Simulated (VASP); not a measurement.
Runs of VASP 6.6.1 on SbP. The structure is hexagonal, space group P-6m2 (No. 187). The conventional cell has a = 3.632 Å, b = 3.632 Å, c = 5.659 Å, α = 90.00°, β = 90.00°, γ = 120.00°. Sb (site symmetry -6m2) is surrounded by 6 P at 3.52 Å and 6 Sb at 3.63 Å. Around P (site symmetry -6m2) lie 6 Sb at 3.52 Å and 6 P at 3.63 Å. The cell was built by a generator and needn't be a form met in nature.

```tsv
task	level	cell	k mesh	cutoff (eV)	optimiser	gap on the mesh (eV)	pressure (GPa)	relaxed volume (Å³/atom)
relaxation of the atoms	r2SCAN	atoms relaxed from: atoms moved at random, drawn with an rms of 0.1 Å	6 × 6 × 4	520	vasp	1.41	1.8	-
relaxation of cell and atoms	r2SCAN	relaxed	8 × 8 × 5	600	-	none	0.0	22.04
relaxation of cell and atoms	r2SCAN+D3(BJ)	relaxed	8 × 8 × 5	600	-	none	0.0	21.60
relaxation of cell and atoms	rSCAN	relaxed	8 × 8 × 5	600	-	none	0.0	(a)
```

Alike in all rows: potentials or basis VASP PAW PBE potentials, release 64 (Sb, P); no spin polarisation; smearing gaussian 0.05 eV.

Task: Estimate the missing entries.

Result: (a) 22.02.

Caveats: the PAW data sets were made with another functional, which shifts forces and pressure a little; the volume moved by over 15 % at a fixed basis, so the end points are rough (some runs); spin-orbit coupling is left out, which moves the levels of the heavy elements (some runs); pairwise dispersion overbinds metals, which lowers pressure and volume (some runs).

A k mesh can miss the band edges, and the runs leave out spin-orbit coupling on Sb.

A gap of «none» marks a metal or a gap under the smearing width.
